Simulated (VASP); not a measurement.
```xyz
4
Lattice="2.9108 0.0000 0.0000 -1.4554 2.5208 0.0000 0.0000 0.0000 9.1957" Properties=species:S:1:pos:R:3 pbc="T T T"
Ta    -1.4554     2.5208     0.0000
Ta     0.0000     0.0000     4.5978
Al     0.0000     1.6805     2.2989
Al     1.4554     0.8403     6.8968
```

The numbers are results of PBEsol GGA, VASP's PBE PAW potentials (set 64) (plane waves; VASP 6.6.1), not measurements. Numerical set-up: 400 eV cut-off, 13×13×4 Γ-centred mesh, tetrahedra with Blöchl corrections, potentials Ta_pv Al.

The cores are frozen, which limits the accuracy of field gradients.

Q: Give the principal components of the electric field gradient (V/Å²) and the asymmetry η at each nucleus.

A: 
```json
[
 {"atom": "Ta1", "Vxx": "-154.9", "Vyy": "-154.9", "Vzz": "309.9", "η": "0.00"},
 {"atom": "Ta2", "Vxx": "-154.9", "Vyy": "-154.9", "Vzz": "309.9", "η": "0.00"},
 {"atom": "Al3", "Vxx": "18.8", "Vyy": "18.8", "Vzz": "-37.6", "η": "0.00"},
 {"atom": "Al4", "Vxx": "18.8", "Vyy": "18.8", "Vzz": "-37.6", "η": "0.00"}
]
```

The structure was generated: TaAl was put into the NiAs type type (P6_3/mmc), which need not be its known phase. It was relaxed first, which changed the volume by -44 %.
